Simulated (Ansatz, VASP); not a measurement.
# Y2S2N (Y2NS2 MXene bilayer, AA) in two plane-wave programs, part 2 of 3

Aim: how closely do two programs agree when they are given the same cell, functional and k mesh? Of the first pair: The structure shown is the start of the Ansatz relaxation below; VASP solves that cell, so the two are compared at the walk's first step.

VASP 6.6.1 and Ansatz 0.2.0.

So far: The structure; Ansatz: relaxation, PBE with D3(BJ).

## Step 3: VASP: single point, PBE with D3(BJ), start cell, pair 1

Level of this step: PBE with D3(BJ), zero-moment start; plane waves and PAW (S, Y_sv, N) (VASP).

The same cell, functional, mesh and smearing now go to VASP, with its own data sets.

Lines of VASP's logs that name or quote its potential files are left out, and so is its time.

Input file INCAR:

```
SYSTEM = Y2S2N
PREC = Accurate
ENCUT = 520
EDIFF = 1E-06
NELM = 200
ISMEAR = -1
SIGMA = 0.05
LREAL = .FALSE.
ALGO = Normal
GGA = PE
IVDW = 12
NBANDS = 54
ISPIN = 2
MAGMOM = 0 -0 -0 -0 -0 -0 0 0 -0 -0
LASPH = .TRUE.
LMAXMIX = 4
LORBIT = 11
LWAVE = .FALSE.
LCHARG = .FALSE.
ISIF = 2
LDIPOL = .TRUE.
IDIPOL = 3
DIPOL = 0.5 0.5 0.5
LVHAR = .TRUE.
GGA_COMPAT = .FALSE.
NELMDL = -8
KPAR = 2
```

Input file POSCAR:

```
Y2S2N
1.0
    3.4062600000      0.0000000000      0.0000000000
   -1.7031300000      2.9499080000      0.0000000000
    0.0000000000      0.0000000000     63.2221110000
S Y N
4 4 2
Direct
    0.3333332768      0.6666665537      0.3724962616
    0.6666667232      0.3333334463      0.4762741156
    0.3333332768      0.6666665537      0.5237258686
    0.6666667232      0.3333334463      0.6275037384
    0.6666667232      0.3333334463      0.4031264948
    0.3333332768      0.6666665537      0.4456438824
    0.6666667232      0.3333334463      0.5543561176
    0.3333332768      0.6666665537      0.5968735052
    0.0000000000      0.0000000000      0.4243851965
    0.0000000000      0.0000000000      0.5756148035
```

Input file KPOINTS:

```
Automatic mesh
0
Gamma
12 12 1
0 0 0
```

PAW data sets: S, Y_sv and N (PBE family, release 64).

Command:

```bash
mpirun -np 2 vasp_std
```

Numbers of over 12 decimals in the logs are rounded to 6 here.

Log:

```text
[banner, memory and clock lines left out]
running    2 mpi-ranks, on    1 nodes
 distrk:  each k-point on    1 cores,    2 groups
 distr:  one band on    1 cores,    1 groups

 POSCAR found type information on POSCAR S Y N
 POSCAR found :  3 types and      10 ions
 LDA part: xc-table for (Slater+PW92), standard interpolation
|                                                                             |
|           W    W    AA    RRRRR   N    N  II  N    N   GGGG   !!!           |
|           W    W   A  A   R    R  NN   N  II  NN   N  G    G  !!!           |
|           W    W  A    A  R    R  N N  N  II  N N  N  G       !!!           |
|           W WW W  AAAAAA  RRRRR   N  N N  II  N  N N  G  GGG   !            |
|           WW  WW  A    A  R   R   N   NN  II  N   NN  G    G                |
|           W    W  A    A  R    R  N    N  II  N    N   GGGG   !!!           |
|                                                                             |
|     One of the lattice vectors is very long (>50 A), but AMIN is rather     |
|     large. This can spoil convergence since charge sloshing might occur     |
|     along the long lattice vector. If problems with convergence are         |
|     observed, try to decrease AMIN to a smaller value (e.g. 0.01).          |
|     Note: This warning only applies if the self-consistency cycle is        |
|     used.                                                                   |
|                                                                             |

 POSCAR, INCAR and KPOINTS ok, starting setup
 FFT: planning ... GRIDC
 FFT: planning ... GRID_SOFT
 FFT: planning ... GRID
 WAVECAR not read
 entering main loop
       N       E                     dE             d eps       ncg     rms          rms(c)
DAV:   1     0.597529271887E+03    0.59753E+03   -0.34301E+04  4992   0.117E+03
DAV:   2     0.518483572927E+01   -0.59234E+03   -0.57195E+03  5344   0.297E+02
DAV:   3    -0.735315938224E+02   -0.78716E+02   -0.76841E+02  5596   0.859E+01
DAV:   4    -0.800788462833E+02   -0.65473E+01   -0.65032E+01  7068   0.251E+01
DAV:   5    -0.804797321370E+02   -0.40089E+00   -0.40059E+00  6400   0.530E+00
DAV:   6    -0.804893003886E+02   -0.95683E-02   -0.95669E-02  6352   0.830E-01
DAV:   7    -0.804896928605E+02   -0.39247E-03   -0.39245E-03  6288   0.167E-01
DAV:   8    -0.804897115020E+02   -0.18642E-04   -0.18640E-04  6120   0.333E-02    0.723E+01
DAV:   9    -0.710504205652E+02    0.94393E+01   -0.42407E+01  4762   0.219E+01    0.652E+01
DAV:  10    -0.726149157195E+02   -0.15645E+01   -0.17061E+01  5874   0.118E+01    0.266E+01
DAV:  11    -0.112332169025E+03   -0.39717E+02   -0.19940E+02  6124   0.342E+01    0.387E+01
DAV:  12    -0.730003158013E+02    0.39332E+02   -0.15503E+02  5948   0.190E+01    0.957E+00
DAV:  13    -0.710824391702E+02    0.19179E+01   -0.16068E+01  5312   0.120E+01    0.502E+00
DAV:  14    -0.711180457312E+02   -0.35607E-01   -0.24975E+00  5456   0.455E+00    0.486E+00
[...]
DAV:  34    -0.708958079524E+02    0.13542E-05   -0.65179E-06  4482   0.172E-02    0.433E-02
DAV:  35    -0.708958328609E+02   -0.24908E-04   -0.44980E-05  5064   0.453E-02    0.130E-02
DAV:  36    -0.708958491945E+02   -0.16334E-04   -0.14861E-05  5624   0.151E-02    0.183E-02
DAV:  37    -0.708958565890E+02   -0.73945E-05   -0.43972E-06  4490   0.112E-02    0.148E-02
DAV:  38    -0.708958772295E+02   -0.20641E-04   -0.30442E-06  3906   0.745E-03    0.139E-02
DAV:  39    -0.708958894597E+02   -0.12230E-04   -0.10090E-06  3228   0.340E-03    0.132E-02
DAV:  40    -0.708958942984E+02   -0.48388E-05   -0.12223E-06  3186   0.539E-03    0.122E-02
DAV:  41    -0.708958950251E+02   -0.72667E-06   -0.33325E-07  2622   0.262E-03
   1 F= -.73932726E+02 E0= -.73907828E+02  d E =-.497948E-01  mag=     0.0000
```

Parts of OUTCAR (step 3):

```text
ion  position               nearest neighbor table
   1  0.333  0.667  0.372-   5 2.76   5 2.76   5 2.76
   2  0.667  0.333  0.476-   6 2.76   6 2.76   6 2.76
   3  0.333  0.667  0.524-   7 2.76   7 2.76   7 2.76
   4  0.667  0.333  0.628-   8 2.76   8 2.76   8 2.76
   5  0.667  0.333  0.403-   9 2.38   9 2.38   9 2.38   1 2.76   1 2.76   1 2.76   6 3.33   6 3.33
                             6 3.33
   6  0.333  0.667  0.446-   9 2.38   9 2.38   9 2.38   2 2.76   2 2.76   2 2.76   5 3.33   5 3.33
                             5 3.33
   7  0.667  0.333  0.554-  10 2.38  10 2.38  10 2.38   3 2.76   3 2.76   3 2.76   8 3.33   8 3.33
                             8 3.33
   8  0.333  0.667  0.597-  10 2.38  10 2.38  10 2.38   4 2.76   4 2.76   4 2.76   7 3.33   7 3.33
                             7 3.33
   9  0.000  0.000  0.424-   6 2.38   6 2.38   6 2.38   5 2.38   5 2.38   5 2.38
  10  0.000  0.000  0.576-   7 2.38   7 2.38   7 2.38   8 2.38   8 2.38   8 2.38

  LATTYP: Found a hexagonal cell.
 ALAT       =     3.4062600000
 C/A-ratio  =    18.5605652534

 Subroutine GETGRP returns: Found 12 space group operations
 (whereof 12 operations were pure point group operations)

The static configuration has the point symmetry D_3d.

 Found     19 irreducible k-points:

   k-points           NKPTS =     19   k-points in BZ     NKDIM =     19   number of bands    NBANDS=     54

   dimension x,y,z NGX =    28 NGY =   28 NGZ =  480
   dimension x,y,z NGXF=    56 NGYF=   56 NGZF=  960

   ENCUT  =  520.0 eV  38.22 Ry    6.18 a.u.   6.33  6.33117.55*2*pi/ulx,y,z

   NELECT =      78.0000    total number of electrons

 k-points in reciprocal lattice and weights: Automatic mesh
   0.00000000  0.00000000  0.00000000       0.007
   0.08333333  0.00000000  0.00000000       0.042
   0.16666667  0.00000000  0.00000000       0.042
   0.25000000  0.00000000  0.00000000       0.042
   0.33333333 -0.00000000  0.00000000       0.042
   0.41666667 -0.00000000  0.00000000       0.042
   0.50000000  0.00000000  0.00000000       0.021
   0.08333333  0.08333333  0.00000000       0.042
   0.16666667  0.08333333  0.00000000       0.083
[...]
0.33333333  0.25000000  0.00000000       0.083
   0.33333333  0.33333333  0.00000000       0.014

 dipolmoment           0.000000      0.000000      0.000007 electrons x Angstroem

 average (electrostatic) potential at core
       1 -93.9858       2 -93.9969       3 -93.9969       4 -93.9857       5 -43.0031
       6 -42.9900       7 -42.9899       8 -43.0029       9 -71.4576      10 -71.4575

 E-fermi :  -3.5506

 spin component 1
 k-point     1 :       0.0000    0.0000    0.0000
  band No.  band energies     occupation
    ...
     28      -6.4092      1.00000
     29      -6.3609      1.00000
     30      -5.7186      1.00000
     31      -5.1634      1.00000
     32      -4.4311      1.00000
     33      -3.2195      0.00133
     34      -3.2195      0.00133
     35      -3.1713      0.00051
     36      -3.1713      0.00051
     37      -2.8304      0.00000
    ...

 k-point     2 :       0.0833    0.0000    0.0000
  band No.  band energies     occupation
    ...
     28      -6.3870      1.00000
     29      -5.9810      1.00000
     30      -5.4934      1.00000
     31      -5.2218      1.00000
     32      -4.5366      1.00000
     33      -3.5095      0.30522
     34      -3.4502      0.11829
     35      -3.2886      0.00527
     36      -3.2692      0.00358
     37      -3.2326      0.00172
    ...

 k-point     3 :       0.1667    0.0000    0.0000
  band No.  band energies     occupation
    ...
     32      -4.7080      1.00000
     33      -4.3006      1.00000
     34      -4.1947      1.00000
     35      -4.0755      0.99997
     36      -4.0137      0.99990
     37      -3.4302      0.08247
     38      -3.3500      0.01776
     39      -3.2072      0.00104
     40      -3.1327      0.00023
     41      -2.0135      0.00000
    ...

 k-point     4 :       0.2500    0.0000    0.0000
  band No.  band energies     occupation
    ...
     33      -4.9619      1.00000
     34      -4.8671      1.00000
     35      -4.6308      1.00000
     36      -4.4994      1.00000
     37      -3.6476      0.87426
     38      -3.5496      0.49474
     39      -3.4257      0.07601
     40      -3.3354      0.01333
     41      -2.6814      0.00000
     42      -2.5799      0.00000
    ...

 k-point     5 :       0.3333   -0.0000    0.0000
  band No.  band energies     occupation
    ...
     35      -4.7547      1.00000
     36      -4.5846      1.00000
     37      -3.8259      0.99595
     38      -3.7133      0.96280
     39      -3.5953      0.70957
     40      -3.4935      0.24187
     41      -3.1883      0.00071
     42      -3.0931      0.00011
     43      -0.3346      0.00000
     44      -0.2357      0.00000
    ...

 k-point     6 :       0.4167   -0.0000    0.0000
  band No.  band energies     occupation
    ...
     36      -4.6622      1.00000
     37      -3.9431      0.99961
     38      -3.8215      0.99558
     39      -3.6938      0.94597
     40      -3.5848      0.66458
     41      -3.4982      0.25939
     42      -3.4173      0.06501
     43      -0.4859      0.00000
     44      -0.3923      0.00000
     45       1.0181      0.00000
    ...

 Edisp (eV)   -3.03683

  Total       9.58029     9.58030    -2.66460     0.00000     0.00000    -0.00000
  in kB      24.16207    24.16208    -6.72027     0.00000     0.00000    -0.00000
  external pressure =       13.87 kB  Pullay stress =        0.00 kB

  energy-cutoff  :      520.00
  volume of cell :      635.27
      direct lattice vectors                 reciprocal lattice vectors
     3.406260000  0.000000000  0.000000000     0.293577120  0.169496811  0.000000000
    -1.703130000  2.949908000  0.000000000     0.000000000  0.338993623  0.000000000
     0.000000000  0.000000000 63.222111000     0.000000000  0.000000000  0.015817251

 POSITION                                       TOTAL-FORCE (eV/Angst)
 -----------------------------------------------------------------------------------
     -0.00000      1.96661     23.55000         0.000000     -0.000000      0.999780
      1.70313      0.98330     30.11106         0.000000     -0.000000     -1.024591
     -0.00000      1.96661     33.11105        -0.000000      0.000000      1.024591
      1.70313      0.98330     39.67211         0.000000      0.000000     -0.999780
      1.70313      0.98330     25.48651         0.000000     -0.000000     -2.005789
     -0.00000      1.96661     28.17455         0.000000     -0.000000      2.095232
      1.70313      0.98330     35.04756        -0.000000      0.000000     -2.095232
     -0.00000      1.96661     37.73560        -0.000000      0.000000      2.005789
      0.00000      0.00000     26.83053        -0.000000     -0.000000     -0.026620
      0.00000      0.00000     36.39158        -0.000000     -0.000000      0.026620
 -----------------------------------------------------------------------------------
    total drift:                                0.000000      0.000000      0.000882

  FREE ENERGIE OF THE ION-ELECTRON SYSTEM (eV)
  ---------------------------------------------------
  free  energy   TOTEN  =       -73.9327256882 eV

  energy  without entropy=      -73.8829309097  energy(sigma->0) =      -73.90782830

 vacuum level on the upper side and lower side of the slab         3.134         3.134

 total charge
# of ion       s       p       d       f       tot
--------------------------------------------------
    1        1.372   2.274   0.000   0.000   3.645
    2        1.373   2.272   0.000   0.000   3.646
    3        1.373   2.272   0.000   0.000   3.646
    4        1.372   2.274   0.000   0.000   3.645
    5        2.210   6.560   1.117   0.085   9.973
    6        2.210   6.560   1.119   0.085   9.974
    7        2.210   6.560   1.119   0.085   9.974
    8        2.210   6.560   1.117   0.085   9.973
    9        1.251   2.449   0.000   0.000   3.701
   10        1.251   2.449   0.000   0.000   3.701
--------------------------------------------------
tot         16.834  40.232   4.472   0.340  61.877

 magnetization (x)
# of ion       s       p       d       f       tot
--------------------------------------------------
    1       -0.000  -0.000   0.000   0.000  -0.000
    2       -0.000   0.000   0.000   0.000   0.000
    3       -0.000   0.000   0.000   0.000   0.000
    4       -0.000  -0.000   0.000   0.000  -0.000
    5        0.000   0.000   0.000  -0.000   0.000
    6        0.000   0.000   0.000   0.000   0.000
    7        0.000   0.000   0.000   0.000   0.000
    8        0.000   0.000   0.000  -0.000   0.000
    9       -0.000  -0.000   0.000   0.000  -0.000
   10       -0.000  -0.000   0.000   0.000  -0.000
--------------------------------------------------
tot         -0.000   0.000   0.000   0.000   0.000

[... 6 further parts left out ...]
```

## Step 4: Differences

Known differences besides the potentials themselves: Ansatz cuts the interaction across the vacuum, VASP repeats the sheet with a dipole correction; the cutoff is 420 eV in Ansatz and 520 eV in VASP. Total energies have different zeros and are not compared.

Forces (eV/Å; atoms numbered as in POSCAR):

```csv
atom,"Ansatz x, y, z","VASP x, y, z"
S1,"0.000, 0.000, 0.988","0.000, 0.000, 1.000"
S2,"0.000, 0.000, -1.013","0.000, 0.000, -1.025"
S3,"0.000, 0.000, 1.013","0.000, 0.000, 1.025"
S4,"0.000, 0.000, -0.988","0.000, 0.000, -1.000"
Y5,"0.000, 0.000, -2.004","0.000, 0.000, -2.006"
Y6,"0.000, 0.000, 2.093","0.000, 0.000, 2.095"
Y7,"0.000, 0.000, -2.093","0.000, 0.000, -2.095"
Y8,"0.000, 0.000, 2.004","0.000, 0.000, 2.006"
N9,"0.000, 0.000, -0.026","0.000, 0.000, -0.027"
N10,"0.000, 0.000, 0.026","0.000, 0.000, 0.027"
```

The forces differ by 4.2 meV/Å r.m.s., which is 0.5 % of the r.m.s. force of 0.835 eV/Å (both taken over all components). Moments aren't recorded for both runs of this pair, so they may hold unlike magnetic states. With vacuum in the cell, a pressure given here is an average over mostly empty space and none of the material.

(Part 2 of 3 ends here.)

[Lines on the potential files, build, host, timing and source positions are cut from VASP's logs without a mark.]

[Logs are printed without paths, hosts, clocks, repeated set-up lines and the standing remarks that a program may print on its own settings, such as how far it seeks lower states.]

[Hosts, paths, dates, database ids (printed as entryN), source tags and the programs' standing remarks are cut or masked in the printed files.]
